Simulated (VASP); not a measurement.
A run of VASP 6.6.1 is set up as follows.

File INCAR:

```
SYSTEM = Cd3Os
PREC = Accurate ; ENCUT = 520
EDIFF = 1E-7 ; ISMEAR = 0
SIGMA = 0.1 ; LREAL = .FALSE.
LASPH = .TRUE. ; NELM = 100
ALGO = Normal ; ISIF = 2
LWAVE = .FALSE. ; LCHARG = .TRUE.
GGA = PE ; LELF = .TRUE.
LVHAR = .TRUE. ; NBANDS = 30
```

File KPOINTS:

```
regular mesh
0
G
  4 4 4
  0 0 0
```

POSCAR

```
Cd3Os
1.0
    4.1913654951      0.0000000000      0.0000000000
    0.0000000000      4.1913654951      0.0000000000
    0.0000000000      0.0000000000      4.1913654951
Cd Os
3 1
Direct
    0.0000000000      0.5000000000      0.5000000000
    0.5000000000      0.0000000000      0.5000000000
    0.5000000000      0.5000000000      0.0000000000
    0.0000000000      0.0000000000      0.0000000000
```

Potentials or basis: VASP PAW PBE potentials, release 64 (Cd, Os).

Run with:

```console
$ cat potpaw_PBE.64/Cd/POTCAR potpaw_PBE.64/Os/POTCAR > POTCAR
$ mpirun -np 1 vasp_std > vasp.out
```

Task: Predict the band gap on the k mesh.

Result: None (metal or under the smearing width).

Task: Predict the pressure.

Result: 0.6 GPa.

Caveat: the k mesh is coarse (spacing up to 0.37 Å⁻¹), so the values aren't converged. The run has no spin-orbit coupling, so splittings on Os are missing.
